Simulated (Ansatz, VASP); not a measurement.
**Cross-check of AgB between VASP and Ansatz**

One calculation is typed for both programs; each brings its own data sets. How far apart do they land? The cell is generated by rule, not measured, and may not be a known phase. The cell is taken from a series of runs on this material, whose earlier steps may have relaxed, scaled, displaced or heated it; both programs get it as it stands. Other levels of theory on this material are compared in a session of their own.

Main program and level: Ansatz 0.2.0; plane waves, with VASP 6.6.1 beside it; zone-centre phonons at PBEsol.

The structure was built from a prototype and need not be the compound's stable phase.

### Step 1. The starting structure

The structure is cubic, space group Pm-3m (No. 221). Conventional cell: a = 2.865 Å, b = 2.865 Å, c = 2.865 Å, α = 90.00°, β = 90.00°, γ = 90.00°. Nearest to B lie 8 Ag at 2.48 Å. Nearest to Ag lie 8 B at 2.48 Å. Farther neighbours are not listed.

### Step 2. VASP: zone-centre phonons, PBEsol

Second derivatives magnify differences that forces hide, and they need a tight electronic threshold.

Lines of VASP's logs that name or quote its potential files are left out, and so is its time.

Contents of INCAR:

```
SYSTEM = AgB
PREC = Accurate
ENCUT = 500
EDIFF = 1E-08
NELM = 120
ISMEAR = 1
SIGMA = 0.15
LREAL = .FALSE.
ALGO = Normal
GGA = PS
NBANDS = 13
LASPH = .TRUE.
LORBIT = 11
LWAVE = .FALSE.
LCHARG = .FALSE.
ISIF = 2
IBRION = 8
GGA_COMPAT = .FALSE.
KPAR = 2
```

Contents of POSCAR:

```
AgB
1.0
    2.8653164179      0.0000000000      0.0000000000
    0.0000000000      2.8653164179      0.0000000000
    0.0000000000      0.0000000000      2.8653164179
B Ag
1 1
Direct
    0.5000000000      0.5000000000      0.5000000000
    0.0000000000      0.0000000000      0.0000000000
```

Contents of KPOINTS:

```
Automatic mesh
0
Gamma
12 12 12
0 0 0
```

PAW data sets: B and Ag (PBE family, release 64).

Started as:

```sh
mpirun -np 2 vasp_std
```

Numbers of over 12 decimals in the logs are rounded to 6 here.

Log:

```text
[banner, memory and clock lines left out]
running    2 mpi-ranks, on    1 nodes
 distrk:  each k-point on    1 cores,    2 groups
 distr:  one band on    1 cores,    1 groups

 POSCAR found type information on POSCAR B Ag
 POSCAR found :  2 types and       2 ions
|                                                                             |
|               ----> ADVICE to this user running VASP <----                  |
|                                                                             |
|     You enforced a specific xc type in the INCAR file but a different       |
|     [... a line on the potential file left out ...]
|     I HOPE YOU KNOW WHAT YOU ARE DOING!                                     |
|                                                                             |

 LDA part: xc-table for (Slater+PW92), standard interpolation
 POSCAR, INCAR and KPOINTS ok, starting setup
 FFT: planning ... GRIDC
 FFT: planning ... GRID_SOFT
 FFT: planning ... GRID
 WAVECAR not read
 entering main loop
       N       E                     dE             d eps       ncg     rms          rms(c)
DAV:   1     0.561284861050E+02    0.56128E+02   -0.67727E+03  2232   0.976E+02
DAV:   2    -0.793874988647E+01   -0.64067E+02   -0.59678E+02  2539   0.208E+02
DAV:   3    -0.907536189766E+01   -0.11366E+01   -0.11308E+01  2494   0.285E+01
DAV:   4    -0.907831497081E+01   -0.29531E-02   -0.29529E-02  2529   0.160E+00
DAV:   5    -0.907833513574E+01   -0.20165E-04   -0.20165E-04  2524   0.129E-01    0.115E+01
DAV:   6    -0.788837408801E+01    0.11900E+01   -0.93609E+00  2369   0.316E+01    0.964E+00
DAV:   7    -0.774299635081E+01    0.14538E+00   -0.55824E-01  2269   0.866E+00    0.459E+00
DAV:   8    -0.772702741855E+01    0.15969E-01   -0.33421E-02  2399   0.181E+00    0.685E-01
DAV:   9    -0.772410640118E+01    0.29210E-02   -0.76458E-03  2354   0.980E-01    0.116E-01
DAV:  10    -0.772403108667E+01    0.75315E-04   -0.39035E-04  2519   0.167E-01    0.278E-02
DAV:  11    -0.772403450771E+01   -0.34210E-05   -0.18751E-05  2459   0.359E-02    0.156E-02
DAV:  12    -0.772403314986E+01    0.13579E-05   -0.10697E-06  2404   0.788E-03    0.379E-03
DAV:  13    -0.772403286836E+01    0.28150E-06   -0.79978E-07  2519   0.968E-03    0.173E-03
DAV:  14    -0.772403282239E+01    0.45972E-07   -0.46060E-08  2474   0.180E-03    0.122E-04
DAV:  15    -0.772403281696E+01    0.54281E-08   -0.11958E-09  1282   0.283E-04
   1 F= -.77240328E+01 E0= -.77238073E+01  d E =-.676504E-03
 Linear response reoptimize wavefunctions to high precision
DAV:   1    -0.772403281577E+01    0.11848E-08   -0.22552E-10  1352   0.165E-04
DAV:   2    -0.772403281577E+01    0.15916E-11   -0.69996E-12  1202   0.266E-05
 Linear response DOF=           2
 Linear response progress:
  Degree of freedom:   1/  2
       N       E                     dE             d eps       ncg     rms          rms(c)
RMM:   1    -0.315186961489E-01   -0.31519E-01    0.64323E-03 10917   0.897E-01
RMM:   2    -0.311447055444E-01    0.37399E-03   -0.27930E-04  8047   0.129E-01    0.521E-02
RMM:   3    -0.311575999150E-01   -0.12894E-04   -0.60827E-05  8173   0.497E-02    0.276E-02
RMM:   4    -0.312019930880E-01   -0.44393E-04   -0.39929E-05  8140   0.398E-02    0.692E-03
RMM:   5    -0.311780619324E-01    0.23931E-04   -0.42072E-07  8215   0.537E-03    0.511E-04
RMM:   6    -0.311794039674E-01   -0.13420E-05    0.18217E-10  8392   0.501E-04    0.214E-04
RMM:   7    -0.311797930411E-01   -0.38907E-06    0.34511E-09  8409   0.302E-04    0.332E-05
RMM:   8    -0.311797814446E-01    0.11596E-07   -0.66532E-10  8609   0.390E-05    0.152E-05
RMM:   9    -0.311797565855E-01    0.24859E-07   -0.60512E-10  8605   0.116E-05    0.179E-06
RMM:  10    -0.311797534730E-01    0.31124E-08   -0.38057E-10  8289   0.456E-06    0.481E-07
 first order change of Fermi-energy  -0.31240E-03
 force on displaced ion       1 direction 1 :  -1.039   0.000  -0.000
 Linear response progress:
  Degree of freedom:   2/  2
       N       E                     dE             d eps       ncg     rms          rms(c)
RMM:   1    -0.290915709087E+00   -0.29092E+00   -0.19485E-01  7839   0.393E+00
RMM:   2    -0.289000444308E+00    0.19153E-02   -0.19227E-03  7671   0.351E-01    0.103E-01
RMM:   3    -0.288611602859E+00    0.38884E-03   -0.25084E-04  8386   0.109E-01    0.553E-02
RMM:   4    -0.288495443369E+00    0.11616E-03   -0.28589E-04  8269   0.112E-01    0.115E-02
RMM:   5    -0.288492813917E+00    0.26295E-05   -0.30131E-06  8425   0.151E-02    0.271E-03
RMM:   6    -0.288478286267E+00    0.14528E-04   -0.53162E-07  8793   0.522E-03    0.110E-03
RMM:   7    -0.288469564591E+00    0.87217E-05   -0.52660E-10  8630   0.144E-03    0.225E-04
RMM:   8    -0.288468018167E+00    0.15464E-05    0.37379E-08  9021   0.307E-04    0.934E-05
RMM:   9    -0.288465924600E+00    0.20936E-05   -0.21140E-09  8925   0.897E-05    0.735E-06
RMM:  10    -0.288465811380E+00    0.11322E-06    0.31368E-10  9385   0.176E-05    0.270E-06
RMM:  11    -0.288465831183E+00   -0.19803E-07   -0.31548E-10  8690   0.449E-06    0.207E-07
RMM:  12    -0.288465834517E+00   -0.33339E-08   -0.17163E-10  5224   0.117E-06    0.363E-08
 first order change of Fermi-energy   0.40725E-03
 force on displaced ion       2 direction 1 :  -1.033   0.000   0.000
 Linear response finished
```

Parts of OUTCAR (step 2):

```text
ion  position               nearest neighbor table
   1  0.500  0.500  0.500-   2 2.48   2 2.48   2 2.48   2 2.48   2 2.48   2 2.48   2 2.48   2 2.48

  LATTYP: Found a simple cubic cell.
 ALAT       =     2.8653164179

 Subroutine GETGRP returns: Found 48 space group operations
 (whereof 48 operations were pure point group operations)

The static configuration has the point symmetry O_h .

 Found     84 irreducible k-points:

   k-points           NKPTS =     84   k-points in BZ     NKDIM =     84   number of bands    NBANDS=     13

   dimension x,y,z NGX =    24 NGY =   24 NGZ =   24
   dimension x,y,z NGXF=    48 NGYF=   48 NGZF=   48

   ENCUT  =  500.0 eV  36.75 Ry    6.06 a.u.   5.22  5.22  5.22*2*pi/ulx,y,z

   NELECT =      14.0000    total number of electrons

 k-points in reciprocal lattice and weights: Automatic mesh
   0.00000000  0.00000000  0.00000000       0.001
   0.08333333  0.00000000  0.00000000       0.003
   0.16666667  0.00000000  0.00000000       0.003
   0.25000000  0.00000000  0.00000000       0.003
   0.33333333  0.00000000  0.00000000       0.003
   0.41666667  0.00000000  0.00000000       0.003
   0.50000000  0.00000000  0.00000000       0.002
   0.08333333  0.08333333  0.00000000       0.007
   0.16666667  0.08333333  0.00000000       0.014
[...]
0.50000000  0.50000000  0.41666667       0.003
   0.50000000  0.50000000  0.50000000       0.001

 average (electrostatic) potential at core
       1 -25.2702       2 -71.1255

  Total       -0.0214336     -0.0214336     -0.0214336      0.0000000      0.0000000     -0.0000000
  in kB       -1.4597818     -1.4597818     -1.4597818      0.0000000      0.0000000     -0.0000000
  external PRESSURE =      -1.4597818 kB  Pullay stress =       0.0000000 kB

  energy-cutoff  :      500.00
  volume of cell :       23.52
      direct lattice vectors                 reciprocal lattice vectors
     2.865316418  0.000000000  0.000000000     0.349001595  0.000000000  0.000000000
     0.000000000  2.865316418  0.000000000     0.000000000  0.349001595  0.000000000
     0.000000000  0.000000000  2.865316418     0.000000000  0.000000000  0.349001595

 POSITION                                       TOTAL-FORCE (eV/Angst)
 -----------------------------------------------------------------------------------
      1.43266      1.43266      1.43266         0.000000      0.000000      0.000000
      0.00000      0.00000      0.00000         0.000000      0.000000      0.000000
 -----------------------------------------------------------------------------------
    total drift:                                0.000000      0.000000      0.000000

 Eigenvectors and eigenvalues of the dynamical matrix
 ----------------------------------------------------

   1 f  =    5.083361 THz    31.939699 2PiTHz  169.562670 cm-1    21.023082 meV
             X         Y         Z           dx          dy          dz
      1.432658  1.432658  1.432658     0.953620    0.000000    0.000000
      0.000000  0.000000  0.000000    -0.301014   -0.000000    0.000000

   2 f  =    5.083361 THz    31.939699 2PiTHz  169.562670 cm-1    21.023082 meV
             X         Y         Z           dx          dy          dz
      1.432658  1.432658  1.432658     0.000000   -0.953620    0.000000
      0.000000  0.000000  0.000000     0.000000    0.301014    0.000000

   3 f  =    5.083361 THz    31.939699 2PiTHz  169.562670 cm-1    21.023082 meV
             X         Y         Z           dx          dy          dz
      1.432658  1.432658  1.432658     0.000000   -0.000000   -0.953620
      0.000000  0.000000  0.000000     0.000000   -0.000000    0.301014

   4 f/i=    0.004291 THz     0.026960 2PiTHz    0.143125 cm-1     0.017745 meV
             X         Y         Z           dx          dy          dz
      1.432658  1.432658  1.432658    -0.290623    0.078290    0.004293
      0.000000  0.000000  0.000000    -0.920701    0.248024    0.013600

   5 f/i=    0.004291 THz     0.026960 2PiTHz    0.143125 cm-1     0.017745 meV
             X         Y         Z           dx          dy          dz
      1.432658  1.432658  1.432658    -0.078291   -0.288858   -0.032260
      0.000000  0.000000  0.000000    -0.248028   -0.915111   -0.102199

   6 f/i=    0.004291 THz     0.026960 2PiTHz    0.143125 cm-1     0.017745 meV
             X         Y         Z           dx          dy          dz
      1.432658  1.432658  1.432658    -0.004271   -0.032262    0.299249
      0.000000  0.000000  0.000000    -0.013530   -0.102208    0.948030

 ELASTIC MODULI CONTR FROM IONIC RELAXATION (kBar)
 Direction    XX          YY          ZZ          XY          YZ          ZX
 --------------------------------------------------------------------------------
 XX           0.0000      0.0000      0.0000      0.0000      0.0000      0.0000
 YY           0.0000      0.0000      0.0000      0.0000      0.0000      0.0000
 ZZ           0.0000      0.0000      0.0000      0.0000      0.0000      0.0000
 XY           0.0000      0.0000      0.0000      0.0000      0.0000      0.0000
 YZ           0.0000      0.0000      0.0000      0.0000      0.0000      0.0000
 ZX           0.0000      0.0000      0.0000      0.0000      0.0000      0.0000
 --------------------------------------------------------------------------------
```

### Step 3. Ansatz: zone-centre phonons, PBEsol

Ansatz runs on its default PAW (the set named soft_2) files.

The same cell, functional, mesh and smearing now go to Ansatz, which takes its cutoff from its data sets.

Contents of input.yaml:

```yaml
crystal:
  lattice:
    - [2.8653164179, 0.0, 0.0]
    - [0.0, 2.8653164179, 0.0]
    - [0.0, 0.0, 2.8653164179]
  atoms:
    - { symbol: B, position: [0.5, 0.5, 0.5] }
    - { symbol: Ag, position: [0.0, 0.0, 0.0] }
kpoints:
  mp_grid: { grid: [12, 12, 12] }
hamiltonian:
  xc: pbesol
scf:
  occupations: { method: methfessel_paxton, width: 0.15 }
output:
  eigenvalues: true
phonons:
  method: dfpt
```

Started as:

```sh
ansatz run input.yaml --threads 4 --pin off --max-ram 7168MiB --backend cpu --events-out ev --progress --plain --runs-dir out
```

Log:

```text
Engine: ansatz 0.2.0, x86_64-unknown-linux-gnu
Pseudopotentials: kind: paw
Pseudopotential: B, paw, valence charge 3, recommended cutoff 420 eV (normal), B.paw.azcp
Pseudopotential: Ag, paw, valence charge 19, recommended cutoff 420 eV (normal), Ag.paw.azcp
Functional definition: PBEsol
  exchange = pbesol_x
  correlation = pbesol_c
Crystal: 2 atoms, lattice volume = 23.524 Å³
Basis set: ecut = 420 eV, 461 PW (Γ), exchange–correlation on 40×40×40 points (8 copies of the dense FFT grid, shifted against one another)
Bands: 15, of which v1, the nominal top of the filled ones, is band 11 counted from 1 (10 counted from 0)
Symmetry: 48 space group operations
k-points: 196 of 1728 (irreducible under 8 space group operations, time reversal used)
Non-local potential: B, projectors of the file, l = 0: 2, l = 1: 2, l = 2: 1
Non-local potential: Ag, projectors of the file, l = 0: 3, l = 1: 2, l = 2: 2, l = 3: 1
PAW form: soft (Blöchl's): semilocal exchange-correlation on the pseudo side does not see the compensation charge
PAW frozen core: B, regenerated for the run's functional, and the local potential with it (the file was generated under x = pbe(κ = 0.804, μ = 0.219515), c = pbe(β = 0.066725))
PAW frozen core: Ag, regenerated for the run's functional, and the local potential with it (the file was generated under x = pbe(κ = 0.804, μ = 0.219515), c = pbe(β = 0.066725))
PAW one-centre angular grid: B, 110 points (default); XC on 64 Gauss nodes
PAW one-centre angular grid: Ag, 590 points (default); XC on 64 Gauss nodes
Initial density: superposition of atomic densities (neutral atoms: chi_scale 0, normalization atom), corrected by the library's trained network
Initial wavefunctions: pseudopotential atomic-orbital guess
Functional: x = pbesol(κ = 0.804, μ = 0.123457), c = pbesol(β = 0.046)
SCF iter   1: F=—  HF=-7672.292981 eV  |F-HF|=—  |Δ(HF+E_count)|=         —  Δρ=9.68e-3  dr2=1.77e-2  ethr=1.77e-3  ⟨swp⟩=4.1  Hψ=12873  notcnv=0
preconditioner: auto → none  [metal: Δε(μ)=0.026 eV  Ē_g=11.388 eV  σ=0.150 eV  W_gap=0.15  n_scr=6 (ndim 8)  ℏωp=28.6 eV  f_vac=0.000  D(μ)=0.97/eV (n_scr^D=6)  sad-step TF]
SCF iter   2: F=—  HF=-7672.288617 eV  |F-HF|=—  |Δ(HF+E_count)|=   4.36e-3  S|Δr|=    0.00e0  Δρ=4.42e-3  dr2=4.01e-3  ethr=8.05e-5  ⟨swp⟩=1.0  Hψ=4541  notcnv=0
SCF iter   3: F=—  HF=-7672.287187 eV  |F-HF|=—  |Δ(HF+E_count)|=   1.43e-3  S|Δr|=    0.00e0  Δρ=5.43e-4  dr2=5.82e-5  ethr=1.82e-5  ⟨swp⟩=2.1  Hψ=4249  notcnv=0
SCF iter   4: F=—  HF=-7672.287169 eV  |F-HF|=—  |Δ(HF+E_count)|=   1.78e-5  S|Δr|=    0.00e0  Δρ=5.39e-5  dr2=3.73e-7  ethr=2.64e-7  ⟨swp⟩=2.1  Hψ=4369  notcnv=0  defer=1
SCF iter   5: F=—  HF=-7672.287162 eV  |F-HF|=—  |Δ(HF+E_count)|=   6.93e-6  S|Δr|=    0.00e0  Δρ=4.82e-6  dr2=4.03e-9  ethr=1.69e-9  ⟨swp⟩=2.7  Hψ=5379  notcnv=0  defer=1
SCF iter   6: F=—  HF=-7672.287162 eV  |F-HF|=—  |Δ(HF+E_count)|=  8.63e-10  S|Δr|=    0.00e0  Δρ=3.36e-7  dr2=2.07e-11  ethr=1.83e-11  ⟨swp⟩=2.5  Hψ=4902  notcnv=0  defer=1
SCF iter   7: F=-7672.287162 eV  HF=-7672.287162 eV  |F-HF|=0.00e0  |Δ(HF+E_count)|=  4.55e-12  S|Δr|=    0.00e0  Δρ=2.74e-8  dr2=1.05e-13  ethr=1.00e-12  ⟨swp⟩=4.7  Hψ=10768  notcnv=0
SCF 1 converged in 7 iterations: F = -7672.287162 eV  dr2 = 1.05e-13
  greatest PAW one-centre occupation: 1.001 electrons in one spin orbital (limit 2), on the Ag atom at site 1 (counted from 0), in its partial waves of l = 0
DFPT response loops at Γ: preconditioner auto → Kerker (q_TF=auto, 2.698 Å⁻¹) (partly filled bands, converged f_vac=0.000); β = 1.00, the filter's whole step (`scf.mixing.beta` (0.50) is not read by the response loops under this deck's `scf.mixing.preconditioner`; to damp them name `kerker` or `kerker_dos`, under which they read `scf.mixing.beta`, and type it under 1.00, their step now; both keys bind the ground state too); Broyden in place of MSR1
SCF converged after 7 iterations
Stability not checked: this state was not tested for a lower state beside it, because cold or Methfessel-Paxton smearing, or corrected tetrahedra, fill the levels in a way that the test cannot read (fill_not_monotonic; see scf.lower_state_search)
Free energy (F): -7672.287162 eV
Harris-Foulkes:  -7672.287162 eV  (|F-HF|=0.00e0)
Internal energy: -7672.286457 eV  (E = F + TS)
E sigma→0 (E₀):  -7672.286986 eV
Entropy (-TS):   -0.000706 eV (-0.353 meV/atom)
Fermi energy:    16.689572 eV
--- Per-component energies (eV) ---
  E_band       = -239.716936
  E_kinetic    = 567.419727
  E_local      = -2468.709880  (includes V_loc(G=0)·N_el)
  E_nonlocal   = 94.293398
  E_hartree    = 1124.308315
  E_xc         = -214.431552
  E_vxc        = -270.958646  (∫ρ·V_xc dr)
  E_paw        = -3907.902149  (= ΣΔE_a)
  E_vpaw       = -410.378469  (= ΣTr[D̂ρ^β])
  E_aug_tail   = 0.000285  (compensation charges beyond the density's cutoff)
  E_ewald      = -2867.602051
  E_core_change = 0.337450  (= ΣΔE_core)
  E_smearing   = -0.000706  (= −TS)
  E_closure    = -0.000000  (closes the sum)
  Σ components = -7672.287162   (vs F -7672.287162, Δ=0.00e0)
--- Band table (eV; the first three rows and the last of 196) ---
  k-point 0: bands = [... 7 lower, 11.8952, 11.8952, 11.8952, 18.4085, 18.4085, 18.4085, 25.3016, 28.8925]
  k-point 1: bands = [... 7 lower, 11.7929, 11.7929, 11.9019, 17.9111, 18.5992, 18.5992, 25.5187, 28.7838]
  k-point 2: bands = [... 7 lower, 11.5338, 11.5338, 11.9205, 16.7707, 19.1186, 19.1186, 25.8900, 28.4853]
  k-point 195: bands = [... 7 lower, 12.7593, 12.7593, 13.9899, 19.1967, 19.1967, 19.1967, 20.8048, 20.8048]
--- Phonons (Γ-DFPT): 2 representative perturbations + reference, on 196 of 1728 k-points (Σ response iterations 7) ---
  k mesh reduced under 8 symmetry operations, with k and −k counted as one. Each operation leaves every solved perturbation unchanged. A smaller set is not used because it would not reduce the number of displacements times k-points to solve
  ASR residual: 9.889e-6 → 0.000e0 eV/Å²; symmetrization residual: 4.938e-7 eV/Å²
  ASR residual per site (eV/Å²): 1.67e-6 9.89e-6
  Γ frequencies (cm⁻¹): 0.00 0.00 0.00 167.70 167.70 167.70
  non-analytic LO–TO correction: not included (Born effective charges unavailable; polar crystals: no LO–TO splitting at Γ)
```

### Step 4. Comparison

Known differences besides the potentials themselves: the data sets hold 22 valence electrons in Ansatz (on its default PAW (the set named soft_2) files) and 14 in VASP; the cutoff is 420 eV in Ansatz and 500 eV in VASP; Ansatz makes its cores anew for this functional, VASP keeps those of its PBE data sets. Total energies have different zeros and are not compared.

The two programs side by side:

```csv
quantity,Ansatz,VASP,difference
optical mode 1 to 3 (cm⁻¹),167.7,169.6,-1.10 %
```

Modes are paired by rising frequency, not by their patterns, so a pair may set unlike modes beside each other; they are those without the splitting of longitudinal modes.

### Step 5. Results

```yaml
r_m_s_difference_of_the_optical_zone_centre_modes_each_program_s_sorted_by_frequency_zone_centre_phonons_pbesol: 1.9 cm⁻¹
difference_in_optical_mode_1_to_3_zone_centre_phonons_pbesol: -1.1 %
```

In words: The r.m.s. difference of the optical zone-centre modes, each program's sorted by frequency is 1.9 cm⁻¹ (zone-centre phonons, PBEsol). The data sets hold unlike numbers of valence electrons (22 in Ansatz and 14 in VASP), so part of the differences comes from the potentials. Among the rows given in per cent, the largest difference of the zone-centre phonons, PBEsol pair is in optical mode 1 to 3, -1.1 %. 5 further runs of this series are not shown here. How closely two codes agree says nothing of how well the functional describes the real material.

[Lines on the potential files, build, host, timing and source positions are cut from VASP's logs without a mark.]

[Logs are printed without paths, hosts, clocks, repeated set-up lines and the standing remarks that a program may print on its own settings, such as how far it seeks lower states.]

[Hosts, paths, dates, database ids (printed as entryN), source tags and the programs' standing remarks are cut or masked in the printed files.]
